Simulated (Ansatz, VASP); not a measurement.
# Ge (amorphous Ge): VASP beside Ansatz, part 2 of 2

Aim: how closely do two programs agree when they are given the same cell, functional and k mesh? The cell is taken from a series of runs on this material, whose earlier steps may have relaxed, scaled, displaced or heated it; both programs get it as it stands.

VASP 6.6.1 and Ansatz 0.2.0.

So far. Step 3 (VASP: single point, PBE, pair 1): The run ends at a pressure of 4.74 GPa, with forces up to 0.92 eV/Å.

## (5) Ansatz: single point, PBE, pair 2

Level of this step: Ansatz beside VASP: Kohn-Sham DFT, plane waves, PBE (Ansatz).

With cell and atoms fixed, the geometry can't cause a difference; cores, projectors, grids and the points listed under the comparison can.

The cell is taken from a series of runs on this material, whose earlier steps may have relaxed, scaled, displaced or heated it; both programs get it as it stands.

File input.yaml:

```yaml
crystal:
  lattice:
    - [11.0988, 0.0, 0.0]
    - [0.0, 11.0988, 0.0]
    - [0.0, 0.0, 11.0988]
  atoms:
    - { symbol: Ge, position: [0.8464, 0.69887, 0.53095] }
    - { symbol: Ge, position: [0.20788, 0.79063, 0.11985] }
    - { symbol: Ge, position: [0.45726, 0.8759, 0.33333] }
    - { symbol: Ge, position: [0.53544, 0.60681, 0.05193] }
    - { symbol: Ge, position: [0.94279, 0.04594, 0.56418] }
    - { symbol: Ge, position: [0.62251, 0.52969, 0.73198] }
    - { symbol: Ge, position: [0.0716, 0.95417, 0.17314] }
    - { symbol: Ge, position: [0.09969, 0.462, 0.11942] }
    - { symbol: Ge, position: [0.99159, 0.84082, 0.8437] }
    - { symbol: Ge, position: [0.52539, 0.0769, 0.25357] }
    - { symbol: Ge, position: [0.55628, 0.23849, 0.39887] }
    - { symbol: Ge, position: [0.98855, 0.84231, 0.62195] }
    - { symbol: Ge, position: [0.16001, 0.22917, 0.51371] }
    - { symbol: Ge, position: [0.44569, 0.40125, 0.03499] }
    - { symbol: Ge, position: [0.78423, 0.95551, 0.05066] }
    - { symbol: Ge, position: [0.35064, 0.39379, 0.5387] }
    - { symbol: Ge, position: [0.91648, 0.50453, 0.60795] }
    - { symbol: Ge, position: [0.86482, 0.30033, 0.31273] }
    - { symbol: Ge, position: [0.6001, 0.07102, 0.05346] }
    - { symbol: Ge, position: [0.81049, 0.3658, 0.96286] }
    - { symbol: Ge, position: [0.42034, 0.96244, 0.98492] }
    - { symbol: Ge, position: [0.34703, 0.54084, 0.37404] }
    - { symbol: Ge, position: [0.28236, 0.13323, 0.00025] }
    - { symbol: Ge, position: [0.63629, 0.04179, 0.49111] }
    - { symbol: Ge, position: [0.73152, 0.38967, 0.5999] }
    - { symbol: Ge, position: [0.43335, 0.78916, 0.12847] }
    - { symbol: Ge, position: [0.52366, 0.68808, 0.41912] }
    - { symbol: Ge, position: [0.85121, 0.68692, 0.30426] }
    - { symbol: Ge, position: [0.79675, 0.77361, 0.92926] }
    - { symbol: Ge, position: [0.64659, 0.22941, 0.73576] }
    - { symbol: Ge, position: [0.45055, 0.91484, 0.77799] }
    - { symbol: Ge, position: [0.63637, 0.71603, 0.613] }
    - { symbol: Ge, position: [0.30957, 0.41465, 0.86629] }
    - { symbol: Ge, position: [0.18056, 0.7397, 0.56946] }
    - { symbol: Ge, position: [0.32428, 0.72804, 0.7447] }
    - { symbol: Ge, position: [0.82215, 0.08115, 0.37739] }
    - { symbol: Ge, position: [0.29963, 0.3938, 0.20274] }
    - { symbol: Ge, position: [0.63962, 0.58416, 0.2543] }
    - { symbol: Ge, position: [0.12153, 0.50999, 0.90957] }
    - { symbol: Ge, position: [0.41256, 0.53079, 0.70854] }
    - { symbol: Ge, position: [0.32385, 0.17866, 0.21986] }
    - { symbol: Ge, position: [0.07369, 0.12593, 0.03717] }
    - { symbol: Ge, position: [0.68104, 0.41455, 0.38068] }
    - { symbol: Ge, position: [0.93059, 0.04277, 0.89449] }
    - { symbol: Ge, position: [0.02585, 0.38451, 0.44412] }
    - { symbol: Ge, position: [0.77587, 0.04709, 0.71235] }
    - { symbol: Ge, position: [0.96208, 0.2988, 0.11322] }
    - { symbol: Ge, position: [0.32599, 0.04213, 0.64083] }
    - { symbol: Ge, position: [0.86296, 0.90471, 0.24413] }
    - { symbol: Ge, position: [0.05278, 0.65067, 0.23103] }
    - { symbol: Ge, position: [0.26728, 0.2088, 0.79042] }
    - { symbol: Ge, position: [0.66038, 0.86611, 0.76401] }
    - { symbol: Ge, position: [0.61224, 0.26461, 0.94787] }
    - { symbol: Ge, position: [0.1716, 0.7221, 0.90567] }
    - { symbol: Ge, position: [0.71362, 0.57073, 0.92846] }
    - { symbol: Ge, position: [0.46449, 0.19946, 0.59258] }
    - { symbol: Ge, position: [0.27161, 0.91904, 0.45988] }
    - { symbol: Ge, position: [0.04815, 0.1864, 0.7424] }
    - { symbol: Ge, position: [0.96893, 0.3961, 0.80293] }
    - { symbol: Ge, position: [0.1735, 0.0767, 0.34068] }
    - { symbol: Ge, position: [0.13937, 0.57395, 0.417] }
kpoints:
  mp_grid: { grid: [1, 1, 1] }
hamiltonian:
  xc: pbe
scf:
  occupations: { method: gaussian, width: 0.05 }
output:
  forces: true
  stress: true
  populations: true
  dos:
    method: { smearing: { sigma: 0.08 } }
    de: 0.1
    projected: { site_lists: { Ge: [Ge] } }
  eigenvalues: true
  write_density: true
  write_potential: true
  volumetric_format: npy
  elf: true
```

Launch:

```bash
ansatz run input.yaml --threads 4 --pin off --max-ram 8192MiB --backend cpu --events-out ev --progress --plain --runs-dir out
```

Numbers of over 12 decimals in the logs are rounded to 6 here.

Log:

```text
[...]
Crystal: 61 atoms, lattice volume = 1367.187 Å³
Basis set: ecut = 420 eV, 26745 PW (Γ), exchange–correlation on 150×150×150 points (8 copies of the dense FFT grid, shifted against one another)
Bands: 513, of which v1, the nominal top of the filled ones, is band 427 counted from 1 (426 counted from 0)
Symmetry: 1 space group operations
[...]
k-points: 1
[...]
--- Löwdin populations: 61 sites ---
  site symbol       q [e]
     0     Ge     13.9727
     1     Ge     14.0184
     2     Ge     13.9722
     3     Ge     14.0037
     4     Ge     13.9401
     5     Ge     13.9881
     6     Ge     13.9257
     7     Ge     13.9840
[...]
57     Ge     13.9784
    58     Ge     13.9511
    59     Ge     14.0036
    60     Ge     13.9537
  spilling = 0.001671 (of n_electrons = 854.000000)
[key lines of the parts left out:]
SCF converged after 12 iterations
Free energy (F): -261977.288124 eV
Fermi energy:    8.409722 eV
P = ⅓ Tr σ = 4.7348 GPa (47.348 kbar)
```

## (6) VASP: single point, PBE, pair 2

The same cell, functional, mesh and smearing now go to VASP, with its own data sets.

File INCAR:

```
SYSTEM = Ge
PREC = Accurate
ENCUT = 500
EDIFF = 1E-06
NELM = 120
ISMEAR = 0
SIGMA = 0.05
LREAL = Auto
ALGO = Normal
GGA = PE
NBANDS = 496
LORBIT = 11
LWAVE = .FALSE.
LCHARG = .FALSE.
ISIF = 2
LASPH = .TRUE.
GGA_COMPAT = .FALSE.
EFERMI = MIDGAP
NCORE = 2
```

File POSCAR:

```
Ge
1.0
   11.0988000000      0.0000000000      0.0000000000
    0.0000000000     11.0988000000      0.0000000000
    0.0000000000      0.0000000000     11.0988000000
Ge
61
Direct
    0.8464000000      0.6988700000      0.5309500000
    0.2078800000      0.7906300000      0.1198500000
    0.4572600000      0.8759000000      0.3333300000
    0.5354400000      0.6068100000      0.0519300000
    0.9427900000      0.0459400000      0.5641800000
    0.6225100000      0.5296900000      0.7319800000
    0.0716000000      0.9541700000      0.1731400000
    0.0996900000      0.4620000000      0.1194200000
    0.9915900000      0.8408200000      0.8437000000
    0.5253900000      0.0769000000      0.2535700000
    0.5562800000      0.2384900000      0.3988700000
    0.9885500000      0.8423100000      0.6219500000
    0.1600100000      0.2291700000      0.5137100000
    0.4456900000      0.4012500000      0.0349900000
    0.7842300000      0.9555100000      0.0506600000
    0.3506400000      0.3937900000      0.5387000000
    0.9164800000      0.5045300000      0.6079500000
    0.8648200000      0.3003300000      0.3127300000
    0.6001000000      0.0710200000      0.0534600000
    0.8104900000      0.3658000000      0.9628600000
    0.4203400000      0.9624400000      0.9849200000
    0.3470300000      0.5408400000      0.3740400000
    0.2823600000      0.1332300000      0.0002500000
    0.6362900000      0.0417900000      0.4911100000
    0.7315200000      0.3896700000      0.5999000000
    0.4333500000      0.7891600000      0.1284700000
    0.5236600000      0.6880800000      0.4191200000
    0.8512100000      0.6869200000      0.3042600000
    0.7967500000      0.7736100000      0.9292600000
    0.6465900000      0.2294100000      0.7357600000
    0.4505500000      0.9148400000      0.7779900000
    0.6363700000      0.7160300000      0.6130000000
    0.3095700000      0.4146500000      0.8662900000
    0.1805600000      0.7397000000      0.5694600000
    0.3242800000      0.7280400000      0.7447000000
    0.8221500000      0.0811500000      0.3773900000
    0.2996300000      0.3938000000      0.2027400000
    0.6396200000      0.5841600000      0.2543000000
    0.1215300000      0.5099900000      0.9095700000
    0.4125600000      0.5307900000      0.7085400000
    0.3238500000      0.1786600000      0.2198600000
    0.0736900000      0.1259300000      0.0371700000
    0.6810400000      0.4145500000      0.3806800000
    0.9305900000      0.0427700000      0.8944900000
    0.0258500000      0.3845100000      0.4441200000
    0.7758700000      0.0470900000      0.7123500000
    0.9620800000      0.2988000000      0.1132200000
    0.3259900000      0.0421300000      0.6408300000
    0.8629600000      0.9047100000      0.2441300000
    0.0527800000      0.6506700000      0.2310300000
    0.2672800000      0.2088000000      0.7904200000
    0.6603800000      0.8661100000      0.7640100000
    0.6122400000      0.2646100000      0.9478700000
    0.1716000000      0.7221000000      0.9056700000
    0.7136200000      0.5707300000      0.9284600000
    0.4644900000      0.1994600000      0.5925800000
    0.2716100000      0.9190400000      0.4598800000
    0.0481500000      0.1864000000      0.7424000000
    0.9689300000      0.3961000000      0.8029300000
    0.1735000000      0.0767000000      0.3406800000
    0.1393700000      0.5739500000      0.4170000000
```

File KPOINTS:

```
Automatic mesh
0
Gamma
1 1 1
0 0 0
```

PAW data sets: Ge_d (PBE family, release 64).

Launch:

```bash
mpirun -np 8 vasp_gam
```

Log:

```text
[... set-up lines as in an earlier step ...]
 entering main loop
       N       E                     dE             d eps       ncg     rms          rms(c)
DAV:   1     0.177980145141E+05    0.17798E+05   -0.33582E+05  1016   0.542E+03
DAV:   2     0.426725818623E+04   -0.13531E+05   -0.12991E+05   992   0.122E+03
DAV:   3     0.630721587364E+03   -0.36365E+04   -0.35033E+04   992   0.333E+02
DAV:   4    -0.173374672156E+03   -0.80410E+03   -0.74351E+03  1112   0.143E+02
[...]
DAV:  18    -0.258878170426E+03   -0.12109E-05   -0.18242E-05   880   0.310E-02    0.171E-03
DAV:  19    -0.258878171398E+03   -0.97186E-06   -0.11848E-05   952   0.134E-02    0.146E-03
DAV:  20    -0.258878171749E+03   -0.35085E-06   -0.43530E-06   840   0.115E-02
   1 F= -.25887817E+03 E0= -.25887817E+03  d E =-.489248E-08
```

Parts of OUTCAR (step 6):

```text
  Total       45.4979259     35.3012569     37.5913208     -3.2395129     -4.9783172     -4.0346668
  in kB       53.3180312     41.3687763     44.0524525     -3.7963148     -5.8339818     -4.7281384
  external PRESSURE =      46.2464200 kB  Pullay stress =       0.0000000 kB

 POSITION                                       TOTAL-FORCE (eV/Angst)
 -----------------------------------------------------------------------------------
      9.39402      7.75662      5.89291        -0.367603      0.083461     -0.021763
      2.30722      8.77504      1.33019        -0.251090     -0.384462     -0.342860
      5.07504      9.72144      3.69956         0.010659      0.641918      0.341857
      5.94274      6.73486      0.57636        -0.125951     -0.632947      0.280663
     10.46384      0.50988      6.26172         0.170569      0.965657     -0.254609
      6.90911      5.87892      8.12410         0.470520      0.349092     -0.282901
      0.79467     10.59014      1.92165         0.011800      0.415672      0.791578
      1.10644      5.12765      1.32542         0.365980      0.405715      0.586322
     11.00546      9.33209      9.36406         0.070235     -0.581296     -0.332859
      5.83120      0.85350      2.81432        -0.677893     -0.042672      0.343461
      6.17404      2.64695      4.42698        -0.338687      0.285351     -0.588399
     10.97172      9.34863      6.90290         0.440061     -0.710804      0.242181
      1.77592      2.54351      5.70156        -0.253530     -0.053994      0.151604
      4.94662      4.45339      0.38835         0.251531      0.141025      0.111173
[...]
-----------------------------------------------------------------------------------
    total drift:                               -0.001364     -0.001690     -0.001418

  FREE ENERGIE OF THE ION-ELECTRON SYSTEM (eV)
  ---------------------------------------------------
  free  energy   TOTEN  =      -258.8781717490 eV

  energy  without entropy=     -258.8781717441  energy(sigma->0) =     -258.87817175

[... 1 part as in an earlier step ...]

[... 2 further parts left out ...]
[key lines of the parts left out:]
E-fermi :   4.7877
```

The run ends at a pressure of 4.62 GPa, with forces up to 1.2 eV/Å.

## (7) Side by side

What differs besides the data sets and the points named for the pairs above, as far as they apply: the cutoff is 420 eV in Ansatz and 500 eV in VASP (PREC = Accurate, projectors in real space). Total energies have different zeros and are not compared.

The two programs side by side:

| quantity | Ansatz | VASP | difference |
| --- | --- | --- | --- |
| pressure (GPa) | 4.73 | 4.62 | +0.11 |
| gap on the k mesh (eV) | 0.404 | 0.404 | 0.000 |

Forces on 10 of the 61 atoms, those with the largest forces and the largest differences (eV/Å; atoms numbered as in POSCAR):

| atom | Ansatz x, y, z | VASP x, y, z |
| --- | --- | --- |
| Ge5 | 0.171, 0.969, -0.252 | 0.171, 0.966, -0.255 |
| Ge13 | -0.249, -0.059, 0.153 | -0.254, -0.054, 0.152 |
| Ge17 | 0.489, -0.904, 0.352 | 0.485, -0.905, 0.352 |
| Ge22 | 0.846, -0.504, -0.229 | 0.842, -0.505, -0.229 |
| Ge24 | 0.078, -0.780, 0.318 | 0.080, -0.787, 0.320 |
| Ge30 | -0.053, -0.231, -1.162 | -0.053, -0.233, -1.161 |
| Ge32 | 0.411, -0.666, -0.809 | 0.414, -0.665, -0.807 |
| Ge43 | 0.589, -0.827, 0.203 | 0.587, -0.829, 0.200 |
| Ge52 | 0.692, 0.367, 0.278 | 0.688, 0.367, 0.274 |
| Ge59 | -0.592, -0.184, -0.827 | -0.591, -0.181, -0.828 |

The forces differ by 2.2 meV/Å r.m.s., which is 0.6 % of the r.m.s. force of 0.403 eV/Å (both taken over all components). A gap on the mesh is an upper bound, since the band edges may lie between its points.

## (8) What came out

```
r.m.s. force difference (single point, PBE, pair 1) : 1.2 % of the r.m.s. force
r.m.s. force difference (single point, PBE, pair 2) : 0.56 % of the r.m.s. force
```

**Reading.** The r.m.s. force difference is 1.2 % of the r.m.s. force (single point, PBE, pair 1), within the 3 % picked in this series as the mark of a large difference. Such differences can come from data sets, numerical settings and the points named under the comparisons, not from the functional's error against experiment.

[Lines on the potential files, build, host, timing and source positions are cut from VASP's logs without a mark.]

[Logs are printed without paths, hosts, clocks, repeated set-up lines and the standing remarks that a program may print on its own settings, such as how far it seeks lower states.]

[Hosts, paths, dates, database ids (printed as entryN), source tags and the programs' standing remarks are cut or masked in the printed files.]
